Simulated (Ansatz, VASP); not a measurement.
This is a calculation of NaAl3 for VASP 6.6.1. Atoms were shifted at random by some hundredths of an Å from the given cell, which wasn't relaxed again for these runs. The cell comes from a database or a generator and needn't be the stable form of this composition.

File INCAR:

```
ALGO = Normal
EDIFF = 1E-7
ENCUT = 520
GGA = PE
ISIF = 2
ISMEAR = -1
LASPH = True
LCHARG = False
LREAL = False
LWAVE = False
NBANDS = 16
NELM = 60
PREC = Accurate
SIGMA = 0.05
```

KPOINTS

```
k-points
0
Gamma
  9 9 9
```

File POSCAR:

```
NaAl3
1.0
   -2.1877210000      2.1877210000      3.9802060000
    2.1877210000     -2.1877210000      3.9802060000
    2.1877210000      2.1877210000     -3.9802060000
Al Na
3 1
Direct
    0.4919170000      0.4985510000     -0.0118480000
    0.2517960000      0.7467570000      0.4972820000
    0.7560210000      0.2498890000      0.5138380000
    0.0082170000     -0.0009180000      0.0073720000
```

Potentials or basis: VASP PAW PBE potentials, release 64 (Al, Na_pv).

Run with:

```console
$ cat potpaw_PBE.64/Al/POTCAR potpaw_PBE.64/Na_pv/POTCAR > POTCAR
$ mpirun -np 1 vasp_std > vasp.out
```

**Question.** Translate it to Ansatz 0.2.0. Potentials or basis there: Ansatz PAW, cutoff 420 eV.

**Answer.** As run (cutoffs and basis follow the program's own potentials, and thresholds, step limits or extra output files can differ):

Contents of input.yaml:

```yaml
crystal:
  lattice:
    - [-2.187721, 2.187721, 3.980206]
    - [2.187721, -2.187721, 3.980206]
    - [2.187721, 2.187721, -3.980206]
  atoms:
    - { symbol: Al, position: [0.491917, 0.498551, -0.011848] }
    - { symbol: Al, position: [0.251796, 0.746757, 0.497282] }
    - { symbol: Al, position: [0.756021, 0.249889, 0.513838] }
    - { symbol: Na, position: [0.008217, -0.000918, 0.007372] }
hamiltonian:
  xc: pbe
  pseudopotentials: { kind: paw }
kpoints:
  mp_grid: { grid: [9, 9, 9] }
scf:
  occupations: { method: fermi_dirac, width: 0.05 }
output:
  forces: true
  stress: true
  eigenvalues: true
```

Potentials or basis: Ansatz PAW.

The run is started by

```sh
$ ansatz run input.yaml --threads 2 --pin off --max-ram 5120MiB --backend cpu --events-out ev --progress --plain --runs-dir out
```

Both were run:

|  | VASP | Ansatz |
| --- | --- | --- |
| Pressure | 0.0 GPa | 0.0 GPa |
| Largest force | 0.226 eV/Å | 0.225 eV/Å |

Ansatz's pressure holds a Pulay term of +0.04 GPa for its cutoff of 420 eV, which the other run lacks.

The potentials hold 16 and 18 valence electrons a cell.

Where Ansatz's input types no cutoff or centring, it takes its own default and a Γ-centred mesh.

Pressure is positive in compression.
